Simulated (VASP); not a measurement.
```yaml
crystal:
  lattice:
    - [0.00000, 2.74890, 2.74890]
    - [2.74890, 0.00000, 2.74890]
    - [2.74890, 2.74890, 0.00000]
  atoms:
    - { symbol: Cd, position: [0.00000, 0.00000, 0.00000] }
    - { symbol: F, position: [0.25000, 0.25000, 0.25000] }
    - { symbol: F, position: [0.75000, 0.75000, 0.75000] }
```

All values below come from PBE GGA with D3 dispersion (zero damping), VASP's PBE PAW potentials (set 64) (plane waves; VASP 6.6.1). Numerical set-up: 520 eV cut-off, 6×6×6 Γ-centred mesh, Gaussian smearing of 0.050 eV, potentials Cd F.

**Question.** Estimate the energy per atom (σ→0), pressure.

**Answer.** 
The energy per atom (σ→0) is -3784 meV/atom and the pressure is -1.77 GPa.

The absolute energy has meaning only against runs of the same code, potentials and settings.

The compound is CdF2 in the fluorite structure. The cell was not relaxed at this level. The run is one of a series of settings (IVDW = 11 against the base run), some of them coarse on purpose.
